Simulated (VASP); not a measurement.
# A vacancy on the Mg site in a supercell of Mg, part 3 of 3

Wanted: what a vacancy on the Mg site costs in Mg and how the lattice relaxes round it.

VASP 6.6.1; PBEsol; plane waves and PAW (Mg).

So far. Step 2 (The host at zero pressure): The run ended after 5 ionic steps, 0.008 eV below its first step, once forces and stress met EDIFFG = -0.02. Step 3 (The perfect supercell): The host is treated as a metal, as its relaxation found a gap under 0.3 eV or none, and only the neutral defect is run.

**4. The defect cell**

System of this step: Mg. The cell holds 63 atoms: 63 Mg. Its edges and angles: a = 12.734 Å, b = 12.734 Å, c = 10.221 Å, α = 90.0°, β = 90.0°, γ = 120.0°. It derives from Mg. Nearest the centre at fractional (0.000, 0.000, 0.000): Mg38 at 3.15 Å, Mg39 at 3.15 Å, Mg62 at 3.15 Å, Mg63 at 3.15 Å, Mg32 at 3.15 Å, Mg33 at 3.15 Å, Mg24 at 3.18 Å, Mg8 at 3.18 Å.

The host is treated as a metal, since its gap is under 0.3 eV or closed. The run keeps 12 symmetry operations, which cuts the number of k-points but bars distortions that break them. The atoms relax at the host's fixed cell.

Input file INCAR:

```
SYSTEM = Mg
PREC = Normal
ENCUT = 300
EDIFF = 1E-05
NELM = 120
ISMEAR = 1
SIGMA = 0.2
LREAL = Auto
ALGO = Fast
GGA = PS
LORBIT = 11
LWAVE = .FALSE.
LCHARG = .TRUE.
KPAR = 4
NCORE = 2
IBRION = 2
NSW = 50
ISIF = 2
EDIFFG = -0.03
POTIM = 0.4
MAXMIX = 40
ISYM = 2
```

Input file POSCAR:

```
Mg
1.0
   12.7343207500      0.0000000000      0.0000000000
   -6.3671603752     11.0282452696      0.0000000000
    0.0000000000      0.0000000000     10.2209445434
Mg
63
Direct
    0.0000000000      0.0000000000      0.5000000000
    0.0000000000      0.2500000000      0.0000000000
    0.0000000000      0.2500000000      0.5000000000
    0.0000000000      0.5000000000      0.0000000000
    0.0000000000      0.5000000000      0.5000000000
    0.0000000000      0.7500000000      0.0000000000
    0.0000000000      0.7500000000      0.5000000000
    0.2500000000      0.0000000000      0.0000000000
    0.2500000000      0.0000000000      0.5000000000
    0.2500000000      0.2500000000      0.0000000000
    0.2500000000      0.2500000000      0.5000000000
    0.2500000000      0.5000000000      0.0000000000
    0.2500000000      0.5000000000      0.5000000000
    0.2500000000      0.7500000000      0.0000000000
    0.2500000000      0.7500000000      0.5000000000
    0.5000000000      0.0000000000      0.0000000000
    0.5000000000      0.0000000000      0.5000000000
    0.5000000000      0.2500000000      0.0000000000
    0.5000000000      0.2500000000      0.5000000000
    0.5000000000      0.5000000000      0.0000000000
    0.5000000000      0.5000000000      0.5000000000
    0.5000000000      0.7500000000      0.0000000000
    0.5000000000      0.7500000000      0.5000000000
    0.7500000000      0.0000000000      0.0000000000
    0.7500000000      0.0000000000      0.5000000000
    0.7500000000      0.2500000000      0.0000000000
    0.7500000000      0.2500000000      0.5000000000
    0.7500000000      0.5000000000      0.0000000000
    0.7500000000      0.5000000000      0.5000000000
    0.7500000000      0.7500000000      0.0000000000
    0.7500000000      0.7500000000      0.5000000000
    0.0833333300      0.1666666700      0.2500000000
    0.0833333300      0.1666666700      0.7500000000
    0.0833333300      0.4166666700      0.2500000000
    0.0833333300      0.4166666700      0.7500000000
    0.0833333300      0.6666666700      0.2500000000
    0.0833333300      0.6666666700      0.7500000000
    0.0833333300      0.9166666700      0.2500000000
    0.0833333300      0.9166666700      0.7500000000
    0.3333333300      0.1666666700      0.2500000000
    0.3333333300      0.1666666700      0.7500000000
    0.3333333300      0.4166666700      0.2500000000
    0.3333333300      0.4166666700      0.7500000000
    0.3333333300      0.6666666700      0.2500000000
    0.3333333300      0.6666666700      0.7500000000
    0.3333333300      0.9166666700      0.2500000000
    0.3333333300      0.9166666700      0.7500000000
    0.5833333300      0.1666666700      0.2500000000
    0.5833333300      0.1666666700      0.7500000000
    0.5833333300      0.4166666700      0.2500000000
    0.5833333300      0.4166666700      0.7500000000
    0.5833333300      0.6666666700      0.2500000000
    0.5833333300      0.6666666700      0.7500000000
    0.5833333300      0.9166666700      0.2500000000
    0.5833333300      0.9166666700      0.7500000000
    0.8333333300      0.1666666700      0.2500000000
    0.8333333300      0.1666666700      0.7500000000
    0.8333333300      0.4166666700      0.2500000000
    0.8333333300      0.4166666700      0.7500000000
    0.8333333300      0.6666666700      0.2500000000
    0.8333333300      0.6666666700      0.7500000000
    0.8333333300      0.9166666700      0.2500000000
    0.8333333300      0.9166666700      0.7500000000
```

Input file KPOINTS:

```
Automatic mesh
0
Gamma
3 3 4
0 0 0
```

Potentials, in the order of the species: Mg (PBE family, release 64).

Run with:

```
$ mpirun -np 8 vasp_std
```

Output:

```text
[banner, memory and clock lines left out]
running    8 mpi-ranks, on    1 nodes
 distrk:  each k-point on    2 cores,    4 groups
 distr:  one band on    2 cores,    1 groups

 POSCAR found type information on POSCAR Mg
 POSCAR found :  1 types and      63 ions
 [... a notice as in an earlier step ...]

 LDA part: xc-table for (Slater+PW92), standard interpolation
 POSCAR, INCAR and KPOINTS ok, starting setup
 FFT: planning ... GRIDC
 FFT: planning ... GRID_SOFT
 FFT: planning ... GRID
 WAVECAR not read
 entering main loop
       N       E                     dE             d eps       ncg     rms          rms(c)
DAV:   1     0.773562552644E+02    0.77356E+02   -0.26346E+04  1710   0.628E+02
DAV:   2    -0.973271521183E+02   -0.17468E+03   -0.16085E+03  1988   0.864E+01
DAV:   3    -0.108000494014E+03   -0.10673E+02   -0.10066E+02  2164   0.173E+01
DAV:   4    -0.108255741985E+03   -0.25525E+00   -0.25233E+00  2060   0.279E+00
DAV:   5    -0.108260475517E+03   -0.47335E-02   -0.47237E-02  2076   0.385E-01    0.547E+00
RMM:   6    -0.107839229992E+03    0.42125E+00   -0.20379E-01  1710   0.571E-01    0.345E+00
RMM:   7    -0.107559805507E+03    0.27942E+00   -0.13602E-01  1710   0.686E-01    0.676E-01
RMM:   8    -0.107539311149E+03    0.20494E-01   -0.10837E-02  1723   0.261E-01    0.111E-01
RMM:   9    -0.107538487419E+03    0.82373E-03   -0.20322E-03  1725   0.957E-02    0.435E-02
RMM:  10    -0.107538507016E+03   -0.19598E-04   -0.29936E-04  1758   0.335E-02    0.103E-02
RMM:  11    -0.107538513156E+03   -0.61395E-05   -0.47622E-05  1315   0.128E-02
   1 F= -.10753851E+03 E0= -.10751835E+03  d E =-.107539E+03
 curvature:   0.00 expect dE= 0.000E+00 dE for cont linesearch  0.000E+00
 trial: gam= 0.00000 g(F)=  0.307E-02 g(S)=  0.000E+00 ort = 0.000E+00 (trialstep = 0.100E+01)
 search vector abs. value=  0.307E-02
 bond charge predicted
       N       E                     dE             d eps       ncg     rms          rms(c)
DAV:   1    -0.107541394175E+03   -0.28872E-02   -0.58779E-03  2100   0.186E-01    0.140E-02
RMM:   2    -0.107541395953E+03   -0.17780E-05   -0.34014E-04  1710   0.445E-02    0.596E-03
RMM:   3    -0.107541398640E+03   -0.26870E-05   -0.41855E-05  1411   0.178E-02
   2 F= -.10754140E+03 E0= -.10752115E+03  d E =-.288548E-02
[...]
3 F= -.10754787E+03 E0= -.10752735E+03  d E =-.935487E-02
 curvature:  -2.70 expect dE=-0.247E-02 dE for cont linesearch -0.226E-02
 ZBRENT: increasing intervall
 opt :  10.0000  next Energy=  -107.550960 (dE=-0.124E-01)
 bond charge predicted
       N       E                     dE             d eps       ncg     rms          rms(c)
DAV:   1    -0.107550803773E+03   -0.29411E-02   -0.21078E-01  1880   0.111E+00    0.838E-02
RMM:   2    -0.107550819473E+03   -0.15700E-04   -0.12103E-02  1710   0.268E-01    0.309E-03
RMM:   3    -0.107550976395E+03   -0.15692E-03   -0.13897E-03  1716   0.106E-01    0.400E-03
RMM:   4    -0.107550997226E+03   -0.20831E-04   -0.19701E-04  1733   0.447E-02    0.436E-03
RMM:   5    -0.107551002568E+03   -0.53413E-05   -0.52388E-05  1473   0.231E-02
   4 F= -.10755100E+03 E0= -.10753001E+03  d E =-.124894E-01
 curvature:  -3.69 expect dE=-0.209E-02 dE for cont linesearch -0.438E-03
 trial: gam= 0.00000 g(F)=  0.566E-03 g(S)=  0.000E+00 ort =-0.604E-03 (trialstep = 0.280E+01)
 search vector abs. value=  0.566E-03
 reached required accuracy - stopping structural energy minimisation
```

Wall time 81 s (8 MPI ranks of Intel Xeon 6975P-C (Granite Rapids), shared host); peak memory 3.3 GiB; 9.3 min of CPU time.

Parts of OUTCAR (step 4):

```text
 Subroutine GETGRP returns: Found 12 space group operations
 (whereof 12 operations were pure point group operations)

The static configuration has the point symmetry D_3h.

 Found      9 irreducible k-points:

   k-points           NKPTS =      9   k-points in BZ     NKDIM =      9   number of bands    NBANDS=     95

   NELECT =     126.0000    total number of electrons

 E-fermi :   2.5691

 k-point     1 :       0.0000    0.0000    0.0000
  band No.  band energies     occupation
    ...
     61       2.2096      2.02905
     62       2.2144      2.03092
     63       2.2144      2.03092
     64       2.3919      2.01789
     65       2.4539      1.81776
     66       2.6518      0.36198
     67       2.6518      0.36198
     68       2.6525      0.35788
     69       2.7095      0.07902
     70       2.7095      0.07902
    ...

 k-point     2 :       0.3333    0.0000    0.0000
  band No.  band energies     occupation
    ...
     60       2.4226      1.94146
     61       2.4853      1.64462
     62       2.5236      1.37462
     63       2.5683      1.00659
     64       2.6117      0.64819
     65       2.6851      0.17846
     66       2.8307     -0.06901
     67       2.8373     -0.06738
     68       2.8785     -0.05106
     69       2.9450     -0.02315
    ...

  Total       -0.2477822     -0.2477822     -2.0678244      0.0000000      0.0000000      0.0000000
  in kB       -0.2765715     -0.2765715     -2.3080808      0.0000000      0.0000000      0.0000000
  external PRESSURE =      -0.9537413 kB  Pullay stress =       0.0000000 kB

 POSITION                                       TOTAL-FORCE (eV/Angst)
 -----------------------------------------------------------------------------------
      0.00000      0.00000      5.11047        -0.000000     -0.000000     -0.000000
     11.14810      2.73577      0.00000        -0.000600      0.010594     -0.000000
     -1.59327      2.76383      5.11047         0.019689     -0.021439     -0.000000
     -3.18316      5.51437      0.00000         0.003260      0.001882     -0.000000
     -3.18043      5.51594      5.11047         0.000493      0.000285     -0.000000
      7.94330      8.28665      0.00000         0.008874     -0.005816     -0.000000
     -4.77024      8.26652      5.11047        -0.008722      0.027770     -0.000000
      3.16236      0.00582      0.00000         0.009474     -0.004777     -0.000000
     -3.17698     11.02614      5.11047        -0.028411     -0.006331     -0.000000
      1.58622      2.73577      0.00000         0.000600      0.010594     -0.000000
      1.59327      2.76383      5.11047        -0.019689     -0.021439     -0.000000
     -0.00000      5.50735      0.00000         0.000000     -0.012211     -0.000000
     -0.00000      5.51328      5.11047        -0.000000      0.011018     -0.000000
     -1.59766      8.27457      0.00000        -0.010575      0.006106     -0.000000
     -1.59252      8.27160      5.11047         0.009542     -0.005509     -0.000000
     -0.00000     11.02776      0.00000         0.000000     -0.003764     -0.000000
     -0.00000     11.02460      5.11047         0.000000     -0.000569     -0.000000
      4.77443      2.75652      0.00000        -0.003680     -0.002125     -0.000000
      4.77699      2.75800      5.11047        -0.006837     -0.003947     -0.000000
      3.18316      5.51437      0.00000        -0.003260      0.001882     -0.000000
      3.18043      5.51594      5.11047        -0.000493      0.000285     -0.000000
      1.59766      8.27457      0.00000         0.010575      0.006106     -0.000000
      1.59252      8.27160      5.11047        -0.009542     -0.005509     -0.000000
      9.57196      0.00582      0.00000        -0.009474     -0.004777     -0.000000
      3.17698     11.02614      5.11047         0.028411     -0.006331     -0.000000
      7.95989      2.75652      0.00000         0.003680     -0.002125     -0.000000
      7.95733      2.75800      5.11047         0.006837     -0.003947     -0.000000
      6.36716      5.51521      0.00000        -0.000000      0.004250     -0.000000
      6.36716      5.51225      5.11047        -0.000000      0.007895     -0.000000
      4.79102      8.28665      0.00000        -0.008874     -0.005816     -0.000000
      4.77024      8.26652      5.11047         0.008722      0.027770     -0.000000
     -0.00000      1.81327      2.53026        -0.000000      0.012964      0.004160
     -0.00000      1.81327      7.69069        -0.000000      0.012964     -0.004160
     -1.59416      4.59309      2.56061         0.011201     -0.014168     -0.012779
     -1.59416      4.59309      7.66034         0.011201     -0.014168      0.012779
     -3.18651      7.35111      2.56061        -0.006669      0.016785     -0.012779
     -3.18651      7.35111      7.66034        -0.006669      0.016785      0.012779
     -4.79682     10.12161      2.53026         0.011227     -0.006482      0.004160
[...]
-----------------------------------------------------------------------------------
    total drift:                               -0.000040      0.000023     -0.000000

  FREE ENERGIE OF THE ION-ELECTRON SYSTEM (eV)
  ---------------------------------------------------
  free  energy   TOTEN  =      -107.5510025675 eV

  energy  without entropy=     -107.4880174854  energy(sigma->0) =     -107.53000754

 total charge
# of ion       s       p       d       tot
------------------------------------------
    1        0.206   0.130   0.012   0.348
    2        0.211   0.127   0.011   0.349
    3        0.208   0.131   0.012   0.351
    4        0.208   0.131   0.012   0.351
    5        0.209   0.132   0.012   0.353
    6        0.211   0.127   0.011   0.349
    7        0.208   0.131   0.012   0.351
    8        0.211   0.127   0.011   0.349
    9        0.208   0.131   0.012   0.351
   10        0.211   0.127   0.011   0.349
   11        0.208   0.131   0.012   0.351
   12        0.209   0.130   0.012   0.350
   13        0.209   0.131   0.012   0.352
   14        0.209   0.130   0.012   0.350
   15        0.209   0.131   0.012   0.352
   16        0.208   0.131   0.012   0.351
   17        0.209   0.132   0.012   0.353
   18        0.208   0.131   0.012   0.351
   19        0.208   0.131   0.012   0.351
   20        0.208   0.131   0.012   0.351
   21        0.209   0.132   0.012   0.353
   22        0.209   0.130   0.012   0.350
   23        0.209   0.131   0.012   0.352
   24        0.211   0.127   0.011   0.349
   25        0.208   0.131   0.012   0.351
   26        0.208   0.131   0.012   0.351
   27        0.208   0.131   0.012   0.351
   28        0.208   0.131   0.012   0.351
   29        0.208   0.131   0.012   0.351
   30        0.211   0.127   0.011   0.349
   31        0.208   0.131   0.012   0.351
   32        0.211   0.126   0.010   0.348
   33        0.211   0.126   0.010   0.348
   34        0.209   0.131   0.012   0.351
   35        0.209   0.131   0.012   0.351
   36        0.209   0.131   0.012   0.351
   37        0.209   0.131   0.012   0.351
[...]
--------------------------------------------------
tot         13.154   8.208   0.731  22.093

[... 6 parts as in an earlier step ...]

[... 6 further parts left out ...]
```

The run keeps the 12 symmetry operations of its start, so it cannot find a distortion of lower symmetry.

The steps of the relaxation:

```csv
step,energy less that of the first step (eV),largest force (eV/Å)
1,0.0000,0.0911
2,-0.0029,0.0805
3,-0.0094,0.0499
4,-0.0125,0.0291
```

The atoms that moved most (Å):

```csv
atom,dx,dy,dz,length
Mg38,-0.021,0.012,-0.025,0.035
Mg39,-0.021,0.012,0.025,0.035
Mg32,0.000,-0.025,-0.025,0.035
Mg33,0.000,-0.025,0.025,0.035
Mg62,0.021,0.012,-0.025,0.035
Mg63,0.021,0.012,0.025,0.035
Mg2,0.006,-0.021,0.000,0.022
Mg24,0.021,0.006,0.000,0.022
```

Numbers from this step:

* electronic cycles: 23
* electrons: 126
* free energy (TOTEN): -107.5510 eV
* energy at zero smearing: -107.5300 eV
* Fermi energy: 2.569 eV

Valence density in the ab plane at fractional z = 0.000, through the centre, with atoms of Mg within 0.45 Å of it. It is the smooth field of the valence electrons, not physical close to the nuclei.

Values in e/Å³, 13 rows by 16 columns, each cell a mean:
```
0.03 0.05 0.08 0.06 0.07 0.10 0.10 0.06 0.07 0.10 0.10 0.06 0.07 0.07 0.04 0.02
0.06 0.09 0.10 0.09 0.10 0.10 0.09 0.09 0.10 0.10 0.09 0.09 0.10 0.07 0.05 0.04
0.05 0.08 0.09 0.07 0.05 0.08 0.09 0.08 0.05 0.08 0.09 0.08 0.05 0.07 0.08 0.06
0.06 0.10 0.10 0.05 0.05 0.10 0.10 0.05 0.05 0.10 0.10 0.05 0.05 0.10 0.10 0.05
0.10 0.11 0.10 0.09 0.10 0.10 0.10 0.09 0.10 0.11 0.10 0.09 0.10 0.11 0.10 0.09
0.07 0.08 0.09 0.08 0.07 0.08 0.09 0.08 0.07 0.08 0.09 0.08 0.07 0.08 0.09 0.08
0.04 0.09 0.10 0.05 0.04 0.09 0.10 0.05 0.04 0.09 0.10 0.05 0.04 0.09 0.10 0.05
0.10 0.11 0.10 0.08 0.09 0.11 0.10 0.08 0.10 0.11 0.10 0.08 0.10 0.11 0.10 0.08
0.08 0.09 0.09 0.09 0.08 0.09 0.09 0.09 0.08 0.09 0.09 0.09 0.08 0.09 0.09 0.09
0.03 0.08 0.10 0.06 0.04 0.08 0.09 0.05 0.04 0.08 0.10 0.06 0.03 0.08 0.09 0.06
0.06 0.08 0.08 0.06 0.09 0.11 0.10 0.07 0.09 0.11 0.10 0.07 0.09 0.11 0.10 0.06
0.04 0.04 0.05 0.08 0.10 0.10 0.09 0.09 0.09 0.10 0.09 0.09 0.10 0.10 0.08 0.05
0.02 0.03 0.05 0.06 0.04 0.08 0.09 0.06 0.04 0.08 0.09 0.07 0.04 0.06 0.05 0.02
```
Columns run along a (12.7 Å), rows up along b (12.7 Å). Atoms in or near the plane, at fractional coordinates: Mg at (0.00, 0.25), Mg at (0.00, 0.50), Mg at (0.00, 0.75), Mg at (0.25, 0.00), Mg at (0.25, 0.25), Mg at (0.25, 0.50), Mg at (0.25, 0.75), Mg at (0.50, 0.00), Mg at (0.50, 0.25), Mg at (0.50, 0.50), Mg at (0.50, 0.75), Mg at (0.75, 0.00), Mg at (0.75, 0.25), Mg at (0.75, 0.50) and more.

The run ended after 4 ionic steps, 0.012 eV below its first step, once the forces on the free atoms met EDIFFG = -0.03.

The 12 first neighbours (Mg) lie 3.17 Å from the site on average (3.15 to 3.18) in the perfect crystal and 3.14 Å on average after the relaxation (-0.9 %).

**5. Formation energies**

This step: point defect, PBEsol; plane waves and PAW (VASP 6.6.1).

Derived from the runs above.

This step gave:

| Property | Result |
| --- | --- |
| formation energy of the neutral defect | 0.9890 eV |

Formation energy:

```csv
formation energy (eV),largest move (Å)
0.989,0.03518
```

The formation energy is the energy of the relaxed defect cell less that of the perfect cell, with each removed atom booked to its reference and each added atom taken from it.

References, in eV an atom: Mg -1.723 (the host). They were run at the supercell's cutoff and functional, without U, and count both elements from their own phases.

**6. What came out**

| Quantity | Value |
| --- | --- |
| formation energy at charge 0 | 0.989 eV |

**Reading.** A vacancy on the Mg site costs 0.99 eV, with every exchanged atom at the energy of its element. The 12 first neighbours (Mg) lie 3.17 Å from the site on average (3.15 to 3.18) in the perfect crystal and 3.14 Å on average after the relaxation (-0.9 %). With metallic smearing the value can move by tenths of an eV with the k mesh. The supercell of 64 atoms is small, so interactions between images remain.

[Lines on the potential files, build, host, timing and source positions are cut from VASP's logs without a mark.]

[Logs are printed without paths, hosts, clocks, repeated set-up lines and the standing remarks that a program may print on its own settings, such as how far it seeks lower states.]

[Hosts, paths, dates, database ids (printed as entryN), source tags and the programs' standing remarks are cut or masked in the printed files.]

[In band tables of VASP the shares of atoms and orbitals are scaled to a sum of 1 inside the atoms' spheres.]

[Runs that stopped without an error message from VASP are left out.]
